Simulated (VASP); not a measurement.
Output of a VASP run:

### OUTCAR
```
 ion  position               nearest neighbor table
   1  0.000  0.000  0.000-   2 2.03   2 2.03   2 2.03   2 2.03   2 2.03   2 2.03
   2  0.500  0.500  0.500-   1 2.03   1 2.03   1 2.03   1 2.03   1 2.03   1 2.03
  LATTYP: Found a face centered cubic cell.
 ALAT       =     4.0609666814
 Subroutine PRICEL returns:
 Original cell was already a primitive cell.
 Subroutine GETGRP returns: Found 48 space group operations
The static configuration has the point symmetry O_h .
The dynamic configuration has the point symmetry O_h .
 Subroutine INISYM returns: Found 48 space group operations
 Subroutine IBZKPT returns following result:
 Found     56 irreducible k-points:

 Following reciprocal coordinates:
            Coordinates               Weight
  0.000000  0.000000  0.000000      1.000000
  0.090909  0.000000  0.000000      8.000000
  0.181818  0.000000  0.000000      8.000000
  0.272727  0.000000  0.000000      8.000000
  0.363636  0.000000  0.000000      8.000000
  0.454545  0.000000  0.000000      8.000000
  0.090909  0.090909  0.000000      6.000000
  0.181818  0.090909  0.000000     24.000000
  0.272727  0.090909  0.000000     24.000000
  0.363636  0.090909  0.000000     24.000000
  0.454545  0.090909  0.000000     24.000000
 -0.454545  0.090909  0.000000     24.000000
 -0.363636  0.090909  0.000000     24.000000
 -0.272727  0.090909  0.000000     24.000000
 -0.181818  0.090909  0.000000     24.000000
 -0.090909  0.090909  0.000000     12.000000
  0.181818  0.181818  0.000000      6.000000
  0.272727  0.181818  0.000000     24.000000
  0.363636  0.181818  0.000000     24.000000
  0.454545  0.181818  0.000000     24.000000
 -0.454545  0.181818  0.000000     24.000000
 -0.363636  0.181818  0.000000     24.000000
 -0.272727  0.181818  0.000000     24.000000
 -0.181818  0.181818  0.000000     12.000000
  0.272727  0.272727  0.000000      6.000000
  0.363636  0.272727  0.000000     24.000000
  0.454545  0.272727  0.000000     24.000000
 -0.454545  0.272727  0.000000     24.000000
 -0.363636  0.272727  0.000000     24.000000
 -0.272727  0.272727  0.000000     12.000000
  0.363636  0.363636  0.000000      6.000000
  0.454545  0.363636  0.000000     24.000000
 -0.454545  0.363636  0.000000     24.000000
 -0.363636  0.363636  0.000000     12.000000
  0.454545  0.454545  0.000000      6.000000
 -0.454545  0.454545  0.000000     12.000000
  0.272727  0.181818  0.090909     24.000000
  0.363636  0.181818  0.090909     48.000000
  0.454545  0.181818  0.090909     48.000000
 -0.454545  0.181818  0.090909     48.000000
   k-points           NKPTS =     56   k-points in BZ     NKDIM =     56   number of bands    NBANDS=      8
   number of dos      NEDOS =    301   number of ions     NIONS =      2
   total plane-waves  NPLWV =  13824
   dimension x,y,z NGX =    24 NGY =   24 NGZ =   24
   dimension x,y,z NGXF=    48 NGYF=   48 NGZF=   48
   ions per type =               1   1
   PREC   = accura    normal or accurate (medium, high low for compatibility)
   ISTART =      0    job   : 0-new  1-cont  2-samecut
   ICHARG =      2    charge: 1-file 2-atom 10-const
   ISPIN  =      1    spin polarized calculation?
   LNONCOLLINEAR =      F non collinear calculations
   LSORBIT =      F    spin-orbit coupling
   INIWAV =      1    electr: 0-lowe 1-rand  2-diag
   ENCUT  =  520.0 eV  38.22 Ry    6.18 a.u.   5.34  5.34  5.34*2*pi/ulx,y,z
   NELM   =    100;   NELMIN=  2; NELMDL= -5     # of ELM steps
   EDIFF  = 0.1E-06   stopping-criterion for ELM
   LREAL  =      F    real-space projection
   NLSPLINE    = F    spline interpolate recip. space projectors
   LMAXMIX     =    2 max onsite mixed and CHGCAR
   VOSKOWN=      0    Vosko Wilk Nusair interpolation
   EDIFFG = 0.1E-05   stopping-criterion for IOM
   NSW    =      0    number of steps for IOM
   NBLOCK =      1;   KBLOCK =      1    inner block; outer block
   IBRION =     -1    ionic relax: 0-MD 1-quasi-New 2-CG
...
```

OSZICAR:
```
       N       E                     dE             d eps       ncg     rms          rms(c)
DAV:   1     0.787410949342E+01    0.78741E+01   -0.50860E+03  1096   0.904E+02
DAV:   2    -0.147712644811E+02   -0.22645E+02   -0.22063E+02  1048   0.136E+02
DAV:   3    -0.150265618306E+02   -0.25530E+00   -0.25530E+00  1232   0.156E+01
DAV:   4    -0.150269025902E+02   -0.34076E-03   -0.34076E-03  1240   0.496E-01
DAV:   5    -0.150269026318E+02   -0.41601E-07   -0.41601E-07  1192   0.530E-03    0.721E+00
DAV:   6    -0.134661014939E+02    0.15608E+01   -0.94557E+00   896   0.222E+01    0.214E+00
DAV:   7    -0.134268557586E+02    0.39246E-01   -0.31548E-02   968   0.228E+00    0.125E+00
DAV:   8    -0.134038778586E+02    0.22978E-01   -0.19213E-02   912   0.193E+00    0.112E-01
DAV:   9    -0.134038321396E+02    0.45719E-04   -0.13122E-04  1392   0.119E-01    0.689E-02
DAV:  10    -0.134038198079E+02    0.12332E-04   -0.18741E-05   936   0.526E-02    0.746E-03
DAV:  11    -0.134038189643E+02    0.84361E-06   -0.38030E-06  1040   0.141E-02    0.216E-03
DAV:  12    -0.134038189412E+02    0.23095E-07   -0.18440E-07   640   0.351E-03
   1 F= -.13403819E+02 E0= -.13403819E+02  d E =-.237685E-13
```

File OUTCAR:
```
------------------------ aborting loop because EDIFF is reached ----------------------------------------
  FORCE on cell =-STRESS in cart. coord.  units (eV):
  Direction    XX          YY          ZZ          XY          YZ          ZX
  --------------------------------------------------------------------------------------
  Total        1.3224430      1.3224430      1.3224430     -0.0000000     -0.0000000      0.0000000
  in kB      126.5491613    126.5491613    126.5491613     -0.0000000     -0.0000000      0.0000000
  external PRESSURE =     126.5491613 kB  Pullay stress =       0.0000000 kB
  volume of cell :       16.74
      direct lattice vectors                 reciprocal lattice vectors
     0.000000000  2.030483341  2.030483341    -0.246246788  0.246246788  0.246246788
     2.030483341  0.000000000  2.030483341     0.246246788 -0.246246788  0.246246788
     2.030483341  2.030483341  0.000000000     0.246246788  0.246246788 -0.246246788
  FREE ENERGIE OF THE ION-ELECTRON SYSTEM (eV)
  ---------------------------------------------------
  free  energy   TOTEN  =       -13.4038189412 eV

  energy  without entropy=      -13.4038189412  energy(sigma->0) =      -13.40381894
```
(Selected blocks of OUTCAR.)

POSCAR:
```
MgO
1
    0.0000000000     2.0304833407     2.0304833407
    2.0304833407     0.0000000000     2.0304833407
    2.0304833407     2.0304833407     0.0000000000
Mg O
1 1
Direct
  0.0000000000   0.0000000000   0.0000000000
  0.5000000000   0.5000000000   0.5000000000
```

Task: Reconstruct the remaining input files.

Result: This is not unique; one that fits is the input of the run itself, LDA (Ceperley-Alder, Perdew-Zunger), plane waves, VASP's LDA PAW potentials (set 64).

**INCAR**
```
LWAVE=F
SYSTEM=MgO
LREAL=F
LASPH=T
EDIFF=1E-7
ISIF=2
LCHARG=F
NELM=100   # most electronic steps
ALGO=Normal   # blocked Davidson
ENCUT=520   # plane-wave cut-off (eV)
PREC=Accurate
ISMEAR=0   # Gaussian
SIGMA=0.05   # width (eV)
```

### KPOINTS
```
Automatic
0
gamma
 11 11 11
```

POTCAR, in this order: Mg O (LDA.64 set). Program: vasp_std.

The compound is MgO in the rock salt structure. This cell is one point of a volume scan, at 0.94 of the reference volume.
